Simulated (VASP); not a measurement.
Energy against volume of Cr (bcc, AFM order). Computed with PBE GGA with D3 dispersion (zero damping), VASP's PBE PAW potentials (set 64) (plane waves; VASP 6.6.1). Run with 520 eV cut-off, 13×13×13 Γ-centred mesh, first-order Methfessel-Paxton smearing of 0.10 eV, potentials Cr_pv.

```csv
V (Å³/atom),E (eV/atom)
10.992,-9.93868
11.332,-9.94745
11.672,-9.94180
12.012,-9.92486
```

Problem. Fit these four points and predict the energy of the run at 10.652 Å³/atom.

Solution. A cubic in V^(−2/3), the third-order Birch-Murnaghan form, passes through the four points with V0 = 11.36 Å³/atom and B0 = 222 GPa, and gives -9.9116 eV/atom there. The run gave -9.9144 eV/atom, -2.8 meV/atom from the fit; all five points give B0 = 213 GPa.

The compound is Cr in the bcc, AFM order structure. It was relaxed first.
